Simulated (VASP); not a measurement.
# NbSi2: structure and properties in VASP

What structure does NbSi2 take at this level, and what are its properties? The steps: full relaxation (PBE + D3(BJ)), second relaxation, density, ELF and potential (PBE + D3(BJ)), bands along the symmetry lines (PBE + D3(BJ)), density of states (PBE + D3(BJ)) and vibrations at Γ (PBE + D3(BJ)). The start is a cell from a database of measured crystal structures.

Main program and level: VASP 6.6.1; PBE with D3(BJ); plane waves and PAW (Nb_sv, Si).

Most raw output is cut from this account.

## (1) Set-up

Before any relaxation, the start is as follows. It takes space group P6_222 (No. 180, hexagonal). Conventional cell: a = 4.819 Å, b = 4.819 Å, c = 6.592 Å, α = 90.00°, β = 90.00°, γ = 120.00°. Nearest to Nb lie 10 Si at 2.62 to 2.84 Å. Nearest to Si lie 5 Si at 2.57 to 2.84 Å and 5 Nb at 2.62 to 2.84 Å. Farther neighbours are not listed.

## (2) Full relaxation (PBE + D3(BJ))

The start need not lie at this functional's minimum. ISIF = 3 frees volume, shape and positions, and EDIFFG sets the threshold on forces and stress at which the search stops. PBE, the usual starting point, adds the gradient of the density. A dispersion term adds the long-range attraction that semilocal functionals lack. D3 with Becke-Johnson damping keeps a finite attraction at short range.

File INCAR:

```
SYSTEM = NbSi2
PREC = Accurate
ENCUT = 400
EDIFF = 1E-06
NELM = 100
ISMEAR = -1
SIGMA = 0.05
LREAL = .FALSE.
ALGO = Normal
GGA = PE
IVDW = 12
NBANDS = 40
LORBIT = 11
LWAVE = .FALSE.
LCHARG = .FALSE.
KPAR = 4
IBRION = 2
NSW = 60
ISIF = 3
EDIFFG = -0.01
```

File POSCAR:

```
NbSi2
1.0
    4.8190000000      0.0000000000      0.0000000000
   -2.4095000000      4.1733764208      0.0000000000
    0.0000000000      0.0000000000      6.5920000000
Nb Si
3 6
Direct
    0.0000000000      0.5000000000      0.1666666667
    0.5000000000      0.5000000000      0.8333333333
    0.5000000000      0.0000000000      0.5000000000
    0.3198000000      0.1599000000      0.1666666667
    0.1599000000      0.8401000000      0.8333333333
    0.8401000000      0.6802000000      0.5000000000
    0.6802000000      0.8401000000      0.1666666667
    0.8401000000      0.1599000000      0.8333333333
    0.1599000000      0.3198000000      0.5000000000
```

File KPOINTS:

```
Automatic mesh
0
Gamma
5 5 3
0 0 0
```

Potentials, in the order of the species: Nb_sv and Si (PBE family, release 64).

On the command line:

```
> mpirun -np 4 vasp_std
```

Elapsed: 53 s, on 4 MPI ranks of Intel Xeon Platinum 8488C (Sapphire Rapids), shared host; peak memory 0.91 GiB.

This run has no spin polarisation. Its electron count is odd, so without a moment it is a metal by construction. The k-mesh is coarse for a metal. Dispersion corrections of this kind ignore metallic screening and tend to overbind metals. The run keeps the 12 symmetry operations of its start, so it cannot find a distortion of lower symmetry.

The steps of the relaxation:

```
step  energy less that of the first step (eV)  largest force (eV/Å)  pressure (GPa)  volume (Å³)
   1                                   0.0000                0.0962           -6.50       132.58
   2                                   0.1013                0.0261           10.88       121.44
   3                                  -0.1018                0.0744           -0.02       127.80
   4                                  -0.1018                0.0738            0.12       127.71
   5                                  -0.1042                0.0044            0.08       127.64
   6                                  -0.1044                0.0186            0.09       127.65
   7                                  -0.1045                0.0095           -0.07       127.78
   8                                  -0.1045                0.0083           -0.10       127.80
   9                                  -0.1045                0.0091           -0.10       127.78
  10                                  -0.1045                0.0014           -0.04       127.75
```

```
conventional cell, symmetrised  before  after  change
                         a (Å)   4.819  4.752  -1.4 %
                         b (Å)   4.819  4.752  -1.4 %
                         c (Å)   6.592  6.533  -0.9 %
              volume (Å³/atom)   14.73  14.19  -3.6 %
```

The relaxed structure:

```
Nb Si
1.0
     4.75173    0.00000    0.00000
    -2.37587    4.11512    0.00000
     0.00000    0.00000    6.53316
Nb Si
3 6
Cartesian
  -1.1879 2.0576 1.0889
  1.1879 2.0576 5.4443
  2.3759 0.0000 3.2666
  1.1343 0.6549 1.0889
  -1.2416 3.4602 5.4443
  2.3759 2.8053 3.2666
  1.2416 3.4602 1.0889
  3.6174 0.6549 5.4443
  0.0000 1.3098 3.2666
```

Numbers from this step:

- electrons: 63
- bands: 40
- irreducible k-points: 10
- symmetry operations: 12
- free energy (TOTEN): -73.3703 eV
- energy at zero smearing: -73.3544 eV
- Fermi energy: 11.79 eV
- pressure: -0.03964 GPa
- metallic: yes
- SCF cycles over all ionic steps: 71

It ends with a largest force of 0.001 eV/Å and a pressure of -0.04 GPa. The volume lies -3.6 % from that of the database's start, which holds the thermal and zero-point expansion of its experiment.

## (3) Second relaxation

The basis stayed that of the start cell while the cell moved. A rerun from the cell reached resets it; the error of the finite cutoff stays.

INCAR is that of step 2.

File POSCAR:

```
NbSi2
1.0
    4.7517321460      0.0000000000      0.0000000000
   -2.3758660730      4.1151207503      0.0000000000
    0.0000000000      0.0000000000      6.5331610463
Nb Si
3 6
Direct
    0.0000000000      0.5000000000      0.1666666667
    0.5000000000      0.5000000000      0.8333333333
    0.5000000000      0.0000000000      0.5000000000
    0.3182866522      0.1591433261      0.1666666667
    0.1591433261      0.8408566739      0.8333333333
    0.8408566739      0.6817133478      0.5000000000
    0.6817133478      0.8408566739      0.1666666667
    0.8408566739      0.1591433261      0.8333333333
    0.1591433261      0.3182866522      0.5000000000
```

KPOINTS is that of step 2.

On the command line:

```
> mpirun -np 4 vasp_std
```

It took 10 s on 4 MPI ranks; peak memory 0.87 GiB.

Little changed from the start: no atom moved by 0.005 Å and no cell edge by 0.1 %.

Numbers from this step:

```yaml
free_energy_toten: -73.3599 eV
energy_at_zero_smearing: -73.3440 eV
pressure: -0.06782 GPa
scf_cycles_over_all_ionic_steps: 14
```

It ends with a largest force of 0.001 eV/Å and a pressure of -0.07 GPa. The volume moved by under 0.01 %: the run met its threshold at the first step.

## (4) Density, ELF and potential (PBE + D3(BJ))

A single point on the relaxed cell gives a clean self-consistent state, with density, ELF and potential written out.

Edit INCAR of step 3 so:

```diff
@@ -14,7 +14,5 @@
 LWAVE = .FALSE.
-LCHARG = .FALSE.
-KPAR = 4
-IBRION = 2
-NSW = 60
-ISIF = 3
-EDIFFG = -0.01
+LCHARG = .TRUE.
+ISIF = 2
+LELF = .TRUE.
+LVHAR = .TRUE.
```

POSCAR is that of step 3.

KPOINTS is that of step 3.

On the command line:

```
> mpirun -np 4 vasp_std
```

It took 9 s on 4 MPI ranks; peak memory 0.6 GiB.

This step gave:

- SCF cycles: 14

Valence electrons inside each PAW sphere by angular momentum. Sphere charges, by row:

```
atom  s (e)  p (e)  d (e)  tot (e)
 Nb1  2.157  6.039  2.626    10.82
 Nb2  2.157  6.039  2.626    10.82
 Nb3  2.157  6.039  2.626    10.82
 Si4  0.758  0.886      0    1.644
 Si5  0.758  0.886      0    1.644
 Si6  0.758  0.886      0    1.644
 Si7  0.758  0.886      0    1.644
 Si8  0.758  0.886      0    1.644
 Si9  0.758  0.886      0    1.644
```

Electrostatic potential energy in the ab plane at fractional z = 0.167, with atoms of Nb and Si within 0.2 Å of it. With pseudopotentials it is smooth inside the atoms' cores, unlike the true potential.

Values in eV, 13 rows by 14 columns, each cell a mean:
```
 -2  -5  -9 -11  -7  -3  -1  -5 -23 -57 -77 -58 -22  -5
 -1  -2  -4  -3  -1   0  -3 -17 -60 -89 -91 -58 -16  -3
 -3  -6  -6  -4  -2  -1  -5 -33 -75 -88 -73 -29  -7  -2
-21 -29 -26 -12  -3  -2  -7 -29 -52 -52 -27  -8  -4  -8
-56 -58 -47 -21  -4  -2  -5 -11 -15 -11  -5  -4 -13 -36
-74 -70 -51 -18  -3  -1  -1  -3  -3  -1  -2 -11 -39 -64
-76 -65 -37  -8  -1   0  -1  -1   0   0  -4 -27 -58 -75
-62 -40 -14  -3  -3  -6  -7  -5  -2  -2  -8 -35 -59 -68
-29 -12  -4  -6 -19 -33 -31 -12  -4  -2  -7 -26 -41 -43
 -5  -3  -7 -30 -66 -78 -58 -17  -4  -2  -4 -10 -14 -12
 -1  -4 -21 -68 -91 -87 -54 -11  -2   0  -2  -3  -3  -2
 -2  -8 -36 -79 -87 -64 -24  -4  -1  -2  -5  -6  -5  -2
 -3  -9 -28 -49 -42 -20  -5  -1  -4 -12 -25 -25 -12  -5
```
Columns run along a (4.8 Å; values clipped at the 3rd and 97th percentile), rows up along b (4.8 Å). Atoms in or near the plane, at fractional coordinates: Nb at (0.00, 0.50), Si at (0.32, 0.16), Si at (0.68, 0.84).

Valence density in the ab plane at fractional z = 0.167, with atoms of Nb and Si within 0.2 Å of it. It is the smooth field of the valence electrons, not physical close to the nuclei.

Values in e/Å³, 13 rows by 14 columns, each cell a mean:
```
0.3 0.4 0.4 0.4 0.4 0.3 0.3 0.3 0.4 0.3 0.2 0.3 0.4 0.4
0.3 0.3 0.3 0.3 0.3 0.2 0.3 0.4 0.3 0.0 0.0 0.3 0.4 0.3
0.3 0.4 0.4 0.3 0.3 0.3 0.3 0.4 0.2 0.0 0.2 0.4 0.4 0.3
0.9 1.2 1.0 0.5 0.3 0.3 0.4 0.4 0.3 0.3 0.4 0.4 0.4 0.4
3.2 3.4 2.2 0.8 0.3 0.3 0.3 0.4 0.4 0.4 0.3 0.3 0.6 1.6
6.1 5.2 2.7 0.7 0.3 0.3 0.3 0.3 0.3 0.3 0.3 0.5 1.8 4.3
6.5 4.4 1.6 0.4 0.3 0.3 0.3 0.3 0.3 0.2 0.3 1.1 3.5 6.1
4.0 1.9 0.6 0.3 0.3 0.3 0.3 0.3 0.3 0.3 0.4 1.4 3.5 4.9
1.2 0.6 0.4 0.4 0.4 0.4 0.4 0.4 0.3 0.3 0.4 1.0 1.8 2.0
0.4 0.3 0.4 0.4 0.2 0.2 0.3 0.4 0.3 0.3 0.3 0.5 0.6 0.5
0.3 0.3 0.4 0.3 0.0 0.0 0.3 0.4 0.3 0.2 0.3 0.3 0.3 0.3
0.3 0.4 0.4 0.2 0.1 0.2 0.4 0.3 0.3 0.3 0.3 0.4 0.4 0.3
0.3 0.4 0.4 0.4 0.4 0.4 0.3 0.3 0.3 0.4 0.4 0.4 0.4 0.4
```
Columns run along a (4.8 Å), rows up along b (4.8 Å). Atoms in or near the plane, at fractional coordinates: Nb at (0.00, 0.50), Si at (0.32, 0.16), Si at (0.68, 0.84).

ELF in the ab plane at fractional z = 0.167, with atoms of Nb and Si within 0.2 Å of it. It is the smooth field of the valence electrons, not physical close to the nuclei.

Ten even steps from '_' (0.12) to '@' (0.73), each cell a mean:
```
%%@@@@@@%%##++**##==--++%%%%
********++++##%%==____++%%%%
::::::..::++@@%%--__--%%@@++
--++==....**@@%%++++%%@@++::
%%@@%%--..**%%%%##%%%%==::**
%%@@%%--..==********--::**@@
%%@@**..--++++++++--..++@@%%
@@##::--##########--..**@@@@
++::==%%%%**##@@%%==..==####
::++@@%%==::++@@%%==....::::
++%%@@==____++@@##==--======
%%%%##::..--####++**%%@@@@%%
%%%%%%######**++**%%@@@@@@%%
```
Columns run along a (4.8 Å), rows up along b (4.8 Å). Atoms in or near the plane, at fractional coordinates: Nb at (0.00, 0.50), Si at (0.32, 0.16), Si at (0.68, 0.84).

In this run the pressure is -0.07 GPa, small enough to go on.

## (5) Bands along the symmetry lines (PBE + D3(BJ))

Levels along the symmetry lines show where the bands peak and cross; KPOINTS_OPT computes them in the converged potential.

File INCAR:

```
SYSTEM = NbSi2
PREC = Accurate
ENCUT = 400
EDIFF = 1E-06
NELM = 100
ISMEAR = -1
SIGMA = 0.05
LREAL = .FALSE.
ALGO = Normal
GGA = PE
IVDW = 12
NBANDS = 53
LORBIT = 11
LWAVE = .FALSE.
LCHARG = .FALSE.
KPAR = 4
```

POSCAR is that of step 4.

KPOINTS is that of step 4.

File KPOINTS_OPT:

```
Line mode
12
Line-mode
Reciprocal
  0.00000000   0.00000000   0.00000000 GAMMA
  0.50000000   0.00000000   0.00000000 M

  0.50000000   0.00000000   0.00000000 M
  0.33333333   0.33333333   0.00000000 K

  0.33333333   0.33333333   0.00000000 K
  0.00000000   0.00000000   0.00000000 GAMMA

  0.00000000   0.00000000   0.00000000 GAMMA
  0.00000000   0.00000000   0.50000000 A

  0.00000000   0.00000000   0.50000000 A
  0.50000000   0.00000000   0.50000000 L

  0.50000000   0.00000000   0.50000000 L
  0.33333333   0.33333333   0.50000000 H

  0.33333333   0.33333333   0.50000000 H
  0.00000000   0.00000000   0.50000000 A

  0.50000000   0.00000000   0.50000000 L
  0.50000000   0.00000000   0.00000000 M

  0.33333333   0.33333333   0.00000000 K
  0.33333333   0.33333333   0.50000000 H
```

On the command line:

```
> mpirun -np 4 vasp_std
```

Run time: 71 s. Hardware: 4 MPI ranks; peak memory 1.1 GiB; 4.6 min of CPU time.

Spin-orbit coupling is off here; it would split degenerate levels.

Numbers from this step:

```yaml
bands: 53
pressure: -0.05593 GPa
```

Electronic bands along the path, in eV, zero at the Fermi level; # counts the bands kept:

```
          point    #15    #16    #17    #18   #19   #20   #21   #22
              Γ  -2.14  -1.97  -1.97  -1.00  0.81  3.33  3.48  3.49
0.45 of the way  -1.73  -1.72  -1.39  -1.29  0.45  1.99  2.21  2.68
              M  -1.04  -0.73  -0.12   0.05  0.81  1.28  1.64  2.09
0.55 of the way  -1.31  -1.13   0.06   0.24  0.64  1.63  2.03  2.14
              K  -1.62  -1.58   0.35   0.35  0.48  2.17  2.17  2.22
0.45 of the way  -1.63  -1.23  -1.00  -0.62  0.20  1.34  2.37  2.47
              Γ  -2.14  -1.97  -1.97  -1.00  0.81  3.33  3.48  3.49
0.45 of the way  -1.77  -1.74  -1.09  -1.06  1.24  3.04  3.15  3.50
              A  -1.50  -1.36  -1.36   1.00  1.00  2.92  2.92  3.41
0.55 of the way  -1.84  -1.67  -1.65   0.37  0.82  1.62  1.96  2.19
              L  -1.85  -1.66  -0.63  -0.23  1.50  1.91  2.42  2.51
0.55 of the way  -1.31  -0.52  -0.41  -0.32  1.20  1.96  2.22  2.43
              H  -0.73  -0.73  -0.15  -0.15  0.85  2.12  2.21  2.21
0.45 of the way  -1.80  -1.46  -1.43   0.24  1.19  1.60  1.77  2.06
              A  -1.50  -1.36  -1.36   1.00  1.00  2.92  2.92  3.41
      jump to L  -1.85  -1.66  -0.63  -0.23  1.50  1.91  2.42  2.51
0.45 of the way  -1.16  -1.02  -0.71  -0.13  1.20  1.70  1.96  2.15
              M  -1.04  -0.73  -0.12   0.05  0.81  1.28  1.64  2.09
      jump to K  -1.62  -1.58   0.35   0.35  0.48  2.17  2.17  2.22
0.55 of the way  -1.12  -1.10   0.10   0.18  0.73  1.89  2.18  2.50
              H  -0.73  -0.73  -0.15  -0.15  0.85  2.12  2.21  2.21
```

Of the projections kept (Nb, Si), the largest for each band there; the rest of the weight can lie on other orbitals:

```
point      #15      #16      #17      #18      #19      #20      #21      #22
    Γ  Si 0.75  Nb 0.85  Nb 0.85  Nb 0.57  Nb 1.00  Nb 0.80  Nb 0.50  Nb 0.81
    M  Nb 0.84  Nb 0.89  Nb 0.95  Nb 0.70  Nb 0.95  Nb 0.59  Nb 0.52  Si 0.62
    K  Nb 0.71  Nb 0.65  Nb 0.89  Nb 0.89  Nb 0.94  Nb 0.74  Nb 0.74  Nb 0.94
    Γ  Si 0.75  Nb 0.85  Nb 0.85  Nb 0.57  Nb 1.00  Nb 0.80  Nb 0.50  Nb 0.81
    A  Si 0.68  Nb 0.51  Nb 0.51  Nb 0.90  Nb 0.90  Si 0.78  Si 0.78  Nb 0.89
    L  Nb 0.72  Si 0.57  Nb 0.83  Nb 0.79  Nb 0.90  Nb 0.86  Nb 0.77  Nb 0.71
```

There is no gap at this level.

## (6) Density of states (PBE + D3(BJ))

A density of states needs more k-points than a total energy; ISMEAR = -5 takes tetrahedra, and LORBIT projects the states on the PAW spheres. The mesh is finer than in the run before.

Edit INCAR of step 5 so:

```diff
@@ -5,3 +5,3 @@
 NELM = 100
-ISMEAR = -1
+ISMEAR = -5
 SIGMA = 0.05
@@ -16 +16,2 @@
 KPAR = 4
+NEDOS = 2001
```

POSCAR is that of step 5.

File KPOINTS:

```
Automatic mesh
0
Gamma
7 7 5
0 0 0
```

On the command line:

```
> mpirun -np 4 vasp_std
```

Run time: 21 s. Hardware: 4 MPI ranks; peak memory 1 GiB.

With tetrahedra the forces and stress of a metal are not exact derivatives of the energy.

Numbers from this step:

```
irreducible k-points   : 24
free energy (TOTEN)    : -73.4027 eV
Fermi energy           : 11.78 eV
pressure               : -0.1556 GPa
DOS at the Fermi level : 3.556 states/eV/cell
```

The density of states has structure finer than the step of the table below, so its rows give means over 1 eV, whole bins alone (the curve runs from -12.0 to 2.93 eV). Peaks (eV: height): total -2.6: 13.0, -2.4: 13.8, -2.2: 14.3, -2.0: 14.9; Nb d -2.4: 4.10, -2.2: 4.47, -2.0: 4.91, 2.8: 4.15; Si p -5.5: 2.81, -2.4: 2.38, -2.2: 2.33, -2.0: 2.38; Si s -10.0: 1.08, -9.5: 1.08, -8.6: 1.22, -7.3: 1.22.

States under -12.0 eV and over 2.9 eV are left out. Density of states against energy, zero at the Fermi level; means over each step; values in states/eV/cell:

```
energy (eV)  total    Nb d    Si p    Si s
        -11   1.56  0.0168  0.0550   0.547
        -10   1.81  0.0477  0.0905   0.603
         -9   2.32   0.119   0.158   0.713
         -8   1.83   0.127   0.143   0.537
         -7   2.49   0.197   0.201   0.704
         -6   1.63   0.162   0.228   0.285
         -5   3.63   0.436   0.761   0.200
         -4   3.59   0.583   0.691   0.195
         -3   5.00    1.17   0.870   0.223
         -2   9.32    2.91    1.52   0.125
         -1   3.69    1.48   0.454  0.0621
          0   2.63    1.33   0.231  0.0388
          1   2.02    1.04   0.150  0.0815
          2   5.21    2.16   0.652   0.368
```

The finer mesh and the other smearing move the Fermi level by -0.01 eV from the 5×5×3 run, a small shift, which tests the Fermi level alone. Of the states within 0.3 eV of the Fermi level, the largest shares in the PAW spheres are Nb d 50 % and Si p 9 %. The rest lies in smaller channels or between the spheres.

## (7) Vibrations at Γ (PBE + D3(BJ))

Zone-centre modes test whether the atoms sit at a minimum within this cell. IBRION = 6 takes the force constants from differences of forces between displaced cells, so the forces must be tight.

File INCAR:

```
SYSTEM = NbSi2
PREC = Accurate
ENCUT = 400
EDIFF = 1E-08
NELM = 100
ISMEAR = 1
SIGMA = 0.2
LREAL = .FALSE.
ALGO = Normal
GGA = PE
IVDW = 12
NBANDS = 40
LORBIT = 11
LWAVE = .FALSE.
LCHARG = .FALSE.
KPAR = 4
IBRION = 6
NFREE = 2
POTIM = 0.015
ISIF = 2
NSW = 1
```

POSCAR is that of step 6.

KPOINTS is that of step 6.

On the command line:

```
> mpirun -np 4 vasp_std
```

Elapsed: 6.2 min, on 4 MPI ranks; peak memory 2.5 GiB.

The last energy, forces, stress and levels in OUTCAR belong to the last displaced cell, not to the cell of POSCAR.

This step gave:

```yaml
bands: 40
pressure_of_the_cell: -0.1573 GPa
largest_force_of_the_cell: 0.005563 eV/Å
```

The modes at Γ (shares of kinetic energy by element, %):

```
mode  frequency (cm⁻¹)  symmetry  Nb %  Si %
   1               0.0  acoustic    62    38
   2               0.0  acoustic    62    38
   3               0.0  acoustic    62    38
   4             142.4         B    59    41
   5             200.5        E1    68    32
   6             200.5        E1    68    32
   7             212.3        E2    76    24
   8             212.3        E2    76    24
   9             228.3         B    78    22
  10             243.3        A2    15    85
  11             243.7        E1    21    79
  12             243.7        E1    21    79
  13             274.8         B    41    59
  14             278.1        E1    30    70
  15             278.1        E1    30    70
  16             306.9        E2    14    86
  17             306.9        E2    14    86
  18             307.7         B    10    90
  19             349.9        E2     6    94
  20             349.9        E2     6    94
  21             368.3        A1     0   100
  22             376.1        E1    18    82
  23             376.1        E1    18    82
  24             387.0         B    13    87
  25             393.4        A2    22    78
  26             411.2        E2     5    95
  27             411.2        E2     5    95
```

Displacements in mode 4 (142.4 cm⁻¹), the largest set to 1:
```
Nb1 -0.81 -0.47  0.00
Nb2  0.81 -0.47  0.00
Nb3  0.00  0.94  0.00
Si4 -0.87 -0.50  0.00
Si5  0.87 -0.50  0.00
Si6  0.00  1.00  0.00
Si7 -0.87 -0.50  0.00
Si8  0.87 -0.50  0.00
Si9  0.00  1.00  0.00
```

Displacements in mode 14 (278.1 cm⁻¹), the largest set to 1:
```
Nb1  0.50 -0.26  0.00
Nb2 -0.50 -0.27  0.00
Nb3  0.00  0.59  0.00
Si4 -0.84  0.45  0.73
Si5  0.83  0.45  0.73
Si6  0.00 -1.00  0.00
Si7 -0.84  0.45 -0.73
Si8  0.83  0.45 -0.73
Si9  0.00 -1.00  0.00
```

The three acoustic modes come out at zero, and all others are real. By the characters of their eigenvectors the optical modes sort into (cm⁻¹) Raman active: E1 200, E2 212, E1 244, E1 278, E2 307, E2 350, A1 368, E1 376, E2 411; infrared active: E1 200, A2 243, E1 244, E1 278, E1 376, A2 393; silent: B 142, B 228, B 275, B 308, B 387. B labels carry no number here, since it depends on the setting of the axes.

## (8) Summary of results

| Quantity | Value |
| --- | --- |
| relaxed volume | 14.19 Å³/atom |
| relaxed conventional cell a, b, c | 4.752, 4.752, 6.533 Å; angles 90.0, 90.0, 120.0° |
| space group after relaxing, within 0.02 Å | P6_222 (No. 180) |
| band gap | none, a metal |
| DOS at the Fermi level | 3.56 states/eV/cell |
| highest zone-centre mode | 411 cm⁻¹ |

What this shows: With PBE + D3(BJ), NbSi2 relaxes to 14.19 Å³/atom in space group P6_222 (held by the symmetry of the run) and comes out as a metal. Against the listed cell the volume lies -3.6 % (a -1.4 %, c -0.9 %). Bands along the symmetry lines (PBE + D3(BJ)): Of the bands kept, 2 cross the Fermi level on this path. Vibrations at Γ (PBE + D3(BJ)): The highest mode in this list at Γ, 411.2 cm⁻¹, is mostly motion of Si (95 % of the kinetic energy). Spin-orbit coupling is left out; it would split some degenerate bands. The k-sampling is coarse for a metal, so the Fermi level, pressures and the shape of the cell carry errors. With an odd electron count and no spin the cell is a metal by construction. Modes at Γ alone can't show that the crystal is stable at other wave vectors. No search among competing phases was made, and a listed structure need not be the one stable at ambient conditions. All values are for a static lattice at zero temperature.

[Lines on the potential files, build, host, timing and source positions are cut from VASP's logs without a mark.]

[Logs are printed without paths, hosts, clocks, repeated set-up lines and the standing remarks that a program may print on its own settings, such as how far it seeks lower states.]

[Hosts, paths, dates, database ids (printed as entryN), source tags and the programs' standing remarks are cut or masked in the printed files.]

[A measured line is paired with the nearest computed mode of its activity, which favours agreement.]
